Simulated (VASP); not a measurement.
The system is WSe2.

```
W Se
1.0
     3.29000    0.00000    0.00000
    -1.64500    2.84922    0.00000
     0.00000    0.00000   12.97000
W Se
2 4
Cartesian
  0.0000 1.8995 3.2425
  1.6450 0.9497 9.7275
  0.0000 1.8995 8.0544
  1.6450 0.9497 1.5694
  0.0000 1.8995 11.4006
  1.6450 0.9497 4.9156
```

- Program: VASP 6.6.1
- Task: relaxation of cell and atoms
- Functional: PBE
- Potentials or basis: VASP PAW PBE potentials, release 64 (W_sv, Se)
- Cutoff: 600 eV
- k mesh: 9 × 9 × 2
- Occupations: gaussian, width 0.03 eV
- Spin: no spin polarisation

At the start: pressure 4.0 GPa; volume 20.26 Å³/atom.

Q: How do energy, volume and symmetry change on relaxing?

A: Over 49 steps the energy falls by 20.7 meV/atom and the volume is 23.76 Å³/atom (+17.3 %); space group P6_3/mmc (No. 194, to 0.05 Å).

The path:
```csv
step,energy change (eV),largest force (eV/Å),pressure (GPa),volume (Å³)
1,0.0000,0.2173,4.05,121.58
3,-0.0397,0.2803,0.17,124.68
5,-0.0607,0.0470,-0.16,127.61
7,-0.0886,0.0001,0.27,129.33
9,-0.1121,0.1591,-0.42,134.24
11,-0.1140,0.1013,-0.22,134.37
13,-0.1147,0.0361,-0.79,138.21
15,-0.1180,0.0116,-0.09,136.47
17,-0.1192,0.0297,0.13,136.63
19,-0.1208,0.0624,-0.09,137.58
21,-0.1213,0.0400,-0.07,137.81
23,-0.1215,0.0114,-0.12,138.79
25,-0.1219,0.0149,0.09,138.36
27,-0.1221,0.0242,0.17,138.45
29,-0.1228,0.0073,0.17,139.13
31,-0.1228,0.0283,0.16,139.61
33,-0.1229,0.0170,0.17,139.35
35,-0.1233,0.0460,-0.09,140.02
37,-0.1233,0.0531,-0.14,140.19
39,-0.1238,0.0002,-0.04,140.85
41,-0.1238,0.0057,-0.02,140.92
43,-0.1241,0.0156,0.08,141.32
45,-0.1243,0.0261,0.17,142.02
47,-0.1245,0.0222,-0.07,142.96
49,-0.1245,0.0011,0.01,142.55
```

Final structure:
```yaml
crystal:
  lattice:
    - [3.32227, 0.00000, 0.00000]
    - [-1.66114, 2.87717, 0.00000]
    - [0.00000, 0.00000, 14.91354]
  atoms:
    - { symbol: W, position: [0.33333, 0.66667, 0.25000] }
    - { symbol: W, position: [0.66667, 0.33333, 0.75000] }
    - { symbol: Se, position: [0.33333, 0.66667, 0.63733] }
    - { symbol: Se, position: [0.66667, 0.33333, 0.13733] }
    - { symbol: Se, position: [0.33333, 0.66667, 0.86267] }
    - { symbol: Se, position: [0.66667, 0.33333, 0.36267] }
```

Caveat: the volume moved by over 15 % at a fixed basis, so the end points are rough; this functional lacks dispersion, which binds the layers, so the pressure and a relaxed spacing across them are unreliable, and here the layers came unbound; the volume moved by +17 % from the deposited cell, more than functionals usually miss.
